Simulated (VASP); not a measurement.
## GaAs: single point with PBE

Crystal: GaAs.

```
Ga As
1.0
     0.00000    2.83357    2.81237
     2.83357    0.00000    2.81237
     2.83357    2.83357    0.00000
Ga As
1 1
Direct
  0.00000 0.00000 0.00000
  0.25000 0.25000 0.25000
```

The cell was built by a generator and isn't the measured one.

```yaml
Program: VASP 6.6.1
Task: single point
Functional: PBE
Potentials_or_basis: VASP PAW PBE potentials, release 64 (Ga_d, As)
Cutoff: 520 eV
k_mesh: 8 × 8 × 8
Occupations: gaussian, width 0.02 eV
Spin: non-collinear spin, zero start, spin-orbit coupling
Starting_moments: "[[0.0, 0.0, 0.0], [0.0, 0.0, 0.0]] μB"
Further_INCAR_settings: ALGO = Fast; EDIFF = 1e-07
```

| Property | Result |
| --- | --- |
| Pressure | 3.5 GPa |
| Net moment | 0.00 μB per cell |
| Valence electrons inside the program's atomic spheres | Ga 11.68; As 2.84 |

Stress tensor (GPa, compression positive):
```
3.35 0.00 0.00
0.00 3.35 0.00
0.00 0.00 3.79
```

Moments on the atoms (μB; x, y, z):
```
Ga  0.00 0.00 0.00
As  0.00 0.00 0.00
```

Run time: 5 min on 1 thread of Intel(R) Xeon(R) Platinum 8259CL CPU @ 2.50GHz (Skylake/Cascade Lake), on a shared host, peak memory 0.38 GiB.
